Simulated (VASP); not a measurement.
These are PBE GGA, VASP's PBE PAW potentials (set 64) (plane waves; VASP 6.6.1) values and carry that method's errors.

VASP input:

### POSCAR
```
Al2Pt
1
    0.0000000000     2.9848550000     2.9848550000
    2.9848550000     0.0000000000     2.9848550000
    2.9848550000     2.9848550000     0.0000000000
Al Pt
2 1
Direct
  0.2500000000   0.2500000000   0.2500000000
  0.7500000000   0.7500000000   0.7500000000
  0.0000000000   0.0000000000   0.0000000000
```

File KPOINTS:
```
kpoints
0
Gamma
  7 7 7
```

INCAR:
```
! general
SYSTEM  = Al2Pt
PREC    = Accurate
ENCUT   = 300
LREAL   = .False.
LASPH   = .True.

! electronic loop
EDIFF   = 1E-6
NELM    = 100
ALGO    = Normal
LMAXMIX = 6

! smearing
ISMEAR  = 0
SIGMA   = 0.136

! functional
GGA     = PE

! ions
ISIF    = 2

! output
LWAVE   = .False.
LCHARG  = .False.
```

POTCAR, in this order: Al Pt (PBE.64 set). Program: vasp_std.

Q: What will the output report for the number of irreducible k-points (NKPTS), largest plane-wave count, number of space-group operations, FFT grid (NGX, NGY, NGZ)?

A: 
| Item | Result |
|---|---|
| number of irreducible k-points (NKPTS) | 20 |
| largest plane-wave count | 637 |
| number of space-group operations | 48 |
| FFT grid (NGX, NGY, NGZ) | 24 × 24 × 24 |

The structure comes from a computed database's Al2Pt entry; how it stands against other phases isn't given here. The cell was not relaxed at this level.
